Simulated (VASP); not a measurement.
OSZICAR of a VASP run on CaO (rock salt):

### OSZICAR
```
       N       E                     dE             d eps       ncg     rms          rms(c)
DAV:   1     0.136792325522E+03    0.13679E+03   -0.86795E+03   848   0.135E+03
DAV:   2    -0.407202566496E+01   -0.14086E+03   -0.13373E+03   972   0.333E+02
DAV:   3    -0.105426218334E+02   -0.64706E+01   -0.64236E+01  1096   0.752E+01
DAV:   4    -0.107193357249E+02   -0.17671E+00   -0.17660E+00  1156   0.114E+01
DAV:   5    -0.107226482218E+02   -0.33125E-02   -0.33124E-02  1060   0.140E+00    0.831E+00
DAV:   6    -0.917496202928E+01    0.15477E+01   -0.81455E+00   964   0.267E+01    0.363E+00
DAV:   7    -0.913110874632E+01    0.43853E-01   -0.67442E-01  1144   0.809E+00    0.173E+00
DAV:   8    -0.912930793733E+01    0.18008E-02   -0.77446E-02   904   0.318E+00    0.410E-01
DAV:   9    -0.912768783408E+01    0.16201E-02   -0.22347E-02  1080   0.121E+00    0.133E-01
DAV:  10    -0.912815764498E+01   -0.46981E-03   -0.20847E-03   888   0.496E-01    0.242E-02
DAV:  11    -0.912817197953E+01   -0.14335E-04   -0.21094E-04  1192   0.137E-01    0.181E-02
DAV:  12    -0.912816930680E+01    0.26727E-05   -0.16868E-05   952   0.490E-02    0.635E-03
DAV:  13    -0.912816881094E+01    0.49586E-06   -0.40749E-06  1084   0.164E-02
   1 F= -.91281688E+01 E0= -.91281688E+01  d E =-.912817E+01
       N       E                     dE             d eps       ncg     rms          rms(c)
DAV:   1    -0.917884941093E+01   -0.50680E-01   -0.12579E+00   916   0.136E+01    0.151E+00
DAV:   2    -0.913786393436E+01    0.40985E-01   -0.15204E-01   924   0.383E+00    0.577E-01
DAV:   3    -0.913033912463E+01    0.75248E-02   -0.18281E-02  1432   0.178E+00    0.221E-01
DAV:   4    -0.912956064312E+01    0.77848E-03   -0.67733E-03  1340   0.768E-01    0.699E-02
DAV:   5    -0.912960526699E+01   -0.44624E-04   -0.65837E-05  1040   0.939E-02    0.646E-02
DAV:   6    -0.912996201432E+01   -0.35675E-03   -0.42218E-04  1352   0.118E-01    0.265E-02
DAV:   7    -0.912998836961E+01   -0.26355E-04   -0.34037E-05  1380   0.530E-02    0.501E-03
DAV:   8    -0.912998729522E+01    0.10744E-05   -0.18718E-06   960   0.934E-03    0.107E-03
DAV:   9    -0.912998721168E+01    0.83540E-07   -0.24989E-07   436   0.405E-03
   2 F= -.91299872E+01 E0= -.91299872E+01  d E =-.181840E-02
       N       E                     dE             d eps       ncg     rms          rms(c)
DAV:   1    -0.913408589802E+01   -0.40986E-02   -0.98063E-02   908   0.382E+00    0.418E-01
DAV:   2    -0.913094881017E+01    0.31371E-02   -0.11981E-02   932   0.107E+00    0.162E-01
DAV:   3    -0.913036041796E+01    0.58839E-03   -0.14224E-03  1440   0.493E-01    0.623E-02
DAV:   4    -0.913029525183E+01    0.65166E-04   -0.55650E-04  1344   0.219E-01    0.205E-02
DAV:   5    -0.913029772074E+01   -0.24689E-05   -0.52124E-06  1036   0.263E-02    0.193E-02
DAV:   6    -0.913031920582E+01   -0.21485E-04   -0.28418E-05  1344   0.320E-02    0.818E-03
DAV:   7    -0.913031915284E+01    0.52975E-07   -0.41514E-06  1272   0.181E-02
   3 F= -.91303192E+01 E0= -.91303192E+01  d E =-.215034E-02
```

Q: Which electronic solver shows in the log?

A: It is blocked Davidson (ALGO = Normal, or the opening steps of other solvers). The INCAR had ALGO = Normal.

Q: Can the final energy be trusted as converged?

A: Self-consistency was reached. It stopped with EDIFF = 1E-6, NELM = 100, NSW = 60 and EDIFFG = -0.01 after 3 ionic steps (vdW-DF-cx, plane waves, VASP's PBE PAW potentials (set 64)).

The compound is CaO in the rock salt structure. This run relaxes it. Symmetry was kept, so distortions that lower it aren't found.
